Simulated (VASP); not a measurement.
Computed with PW91 GGA, VASP's PBE PAW potentials (set 64) (plane waves; VASP 6.6.1).

VASP ran on this input.

**KPOINTS**
```
k-points along high-symmetry lines
15
Line-mode
Reciprocal
  0.000000   0.000000   0.000000 ! GAMMA
 -0.500000  -0.500000   0.000000 ! X

 -0.500000  -0.500000   0.000000 ! X
 -0.375000  -0.375000   0.250000 ! U

 -0.375000  -0.000000   0.375000 ! K
  0.000000   0.000000   0.000000 ! GAMMA

  0.000000   0.000000   0.000000 ! GAMMA
  0.000000   0.000000   0.500000 ! L

  0.000000   0.000000   0.500000 ! L
 -0.500000  -0.250000   0.250000 ! W

 -0.500000  -0.250000   0.250000 ! W
 -0.500000  -0.500000   0.000000 ! X
```

INCAR:
```
! general
SYSTEM =CdTe
PREC   =Accurate
ENCUT  =520
LREAL  =.FALSE.
LASPH  =.TRUE.
ICHARG =11   ! fixed density

! electronic loop
EDIFF  =1E-7   ! SCF stop (eV)
NELM   =100   ! most electronic steps
ALGO   =Normal
LMAXMIX=4

! smearing
ISMEAR =0   ! Gaussian
SIGMA  =0.05   ! width (eV)

! functional
GGA    =91

! output
LWAVE  =.FALSE.
LCHARG =.FALSE.
LORBIT =11   ! lm-projected
```

### POSCAR
```
CdTe
1
    0.0000000000     3.3104650325     3.3104650325
    3.3104650325     0.0000000000     3.3104650325
    3.3104650325     3.3104650325     0.0000000000
Cd Te
1 1
Direct
  0.0000000000   0.0000000000   0.0000000000
  0.2500000000   0.2500000000   0.2500000000
```

POTCAR, in this order: Cd Te (PBE.64 set). Program: vasp_std. Read from the step before: CHGCAR.

Output of the run:

File OUTCAR:
```
 ion  position               nearest neighbor table
   1  0.000  0.000  0.000-   2 2.87   2 2.87   2 2.87   2 2.87
   2  0.250  0.250  0.250-   1 2.87   1 2.87   1 2.87   1 2.87
  LATTYP: Found a face centered cubic cell.
 ALAT       =     6.6209300650
 Subroutine PRICEL returns:
 Original cell was already a primitive cell.
 Subroutine GETGRP returns: Found 24 space group operations
The static configuration has the point symmetry T_d .
The dynamic configuration has the point symmetry T_d .
 Subroutine INISYM returns: Found 24 space group operations
   k-points           NKPTS =     90   k-points in BZ     NKDIM =     90   number of bands    NBANDS=     13
   number of dos      NEDOS =    301   number of ions     NIONS =      2
   total plane-waves  NPLWV =  46656
   dimension x,y,z NGX =    36 NGY =   36 NGZ =   36
   dimension x,y,z NGXF=    72 NGYF=   72 NGZF=   72
   ions per type =               1   1
   PREC   = accura    normal or accurate (medium, high low for compatibility)
   ISTART =      0    job   : 0-new  1-cont  2-samecut
   ICHARG =     11    charge: 1-file 2-atom 10-const
   ISPIN  =      1    spin polarized calculation?
   LNONCOLLINEAR =      F non collinear calculations
   LSORBIT =      F    spin-orbit coupling
   INIWAV =      1    electr: 0-lowe 1-rand  2-diag
   ENCUT  =  520.0 eV  38.22 Ry    6.18 a.u.   8.70  8.70  8.70*2*pi/ulx,y,z
   NELM   =    100;   NELMIN=  2; NELMDL= -5     # of ELM steps
   EDIFF  = 0.1E-06   stopping-criterion for ELM
   LREAL  =      F    real-space projection
   NLSPLINE    = F    spline interpolate recip. space projectors
   LMAXMIX     =    4 max onsite mixed and CHGCAR
   VOSKOWN=      0    Vosko Wilk Nusair interpolation
   EDIFFG = 0.1E-05   stopping-criterion for IOM
   NSW    =      0    number of steps for IOM
   NBLOCK =      1;   KBLOCK =      1    inner block; outer block
   IBRION =     -1    ionic relax: 0-MD 1-quasi-New 2-CG
   NFREE  =      0    steps in history (QN), initial steepest desc. (CG)
   ISIF   =      2    stress and relaxation
   ISYM   =      2    0-nonsym 1-usesym 2-fastsym
   TEIN   =    0.0    initial temperature
   TEBEG  =    0.0;   TEEND  =   0.0 temperature during run
...
```

**OSZICAR**
```
       N       E                     dE             d eps       ncg     rms          rms(c)
DAV:   1     0.101906760691E+03    0.10191E+03   -0.84108E+03  2356   0.119E+03
DAV:   2     0.926539446641E-01   -0.10181E+03   -0.97803E+02  2725   0.277E+02
DAV:   3    -0.396959213669E+01   -0.40622E+01   -0.40153E+01  2750   0.569E+01
DAV:   4    -0.400872407808E+01   -0.39132E-01   -0.39126E-01  3384   0.504E+00
DAV:   5    -0.400886466436E+01   -0.14059E-03   -0.14059E-03  2780   0.259E-01
DAV:   6    -0.400886868024E+01   -0.40159E-05   -0.40159E-05  3263   0.291E-02
DAV:   7    -0.400886875616E+01   -0.75912E-07   -0.75922E-07  2396   0.265E-03
   1 F= -.40088688E+01 E0= -.40088688E+01  d E =-.523611E-16
```

**OUTCAR**
```
 val. band max:        1.7431476454   @ k =   0.0000   0.0000   0.0000

 cond. band min:       2.3149684414   @ k =   0.0000   0.0000   0.0000



 k-point     1 :       0.0000    0.0000    0.0000
  band No.  band energies     occupation
      1      -9.0730      2.00000
      2      -6.3612      2.00000
      3      -6.3612      2.00000
      4      -6.3612      2.00000
      5      -6.1447      2.00000
      6      -6.1447      2.00000
      7       1.7431      2.00000
      8       1.7431      2.00000
      9       1.7431      2.00000
     10       2.3150      0.00000
     11       6.3696      0.00000
     12       6.3696      0.00000
     13       6.3696      0.00000

 k-point     2 :      -0.0357   -0.0357    0.0000
  band No.  band energies     occupation
      1      -9.0673      2.00000
      2      -6.3597      2.00000
      3      -6.3597      2.00000
      4      -6.3576      2.00000
      5      -6.1452      2.00000
      6      -6.1444      2.00000
      7       1.5055      2.00000
      8       1.7129      2.00000
      9       1.7129      2.00000
     10       2.5572      0.00000
     11       6.3057      0.00000
     12       6.4152      0.00000
     13       6.4152      0.00000

 k-point     3 :      -0.0714   -0.0714    0.0000
  band No.  band energies     occupation
      1      -9.0504      2.00000
      2      -6.3552      2.00000
      3      -6.3552      2.00000
      4      -6.3468      2.00000
      5      -6.1467      2.00000
      6      -6.1435      2.00000
      7       1.1140      2.00000
      8       1.6263      2.00000
      9       1.6263      2.00000
     10       2.9604      0.00000
     11       6.1388      0.00000
     12       6.5477      0.00000
     13       6.5477      0.00000

 k-point     4 :      -0.1071   -0.1071    0.0000
  band No.  band energies     occupation
      1      -9.0233      2.00000
      2      -6.3478      2.00000
      3      -6.3478      2.00000
      4      -6.3284      2.00000
...
```

The density is held fixed in this step, so its total energy and stress have no physical meaning. Unless said otherwise, spin-orbit coupling is left out, though it shifts the bands of the heavy elements here.

The compound is CdTe in the zinc blende structure. It was relaxed first, which changed the volume by +7 %.
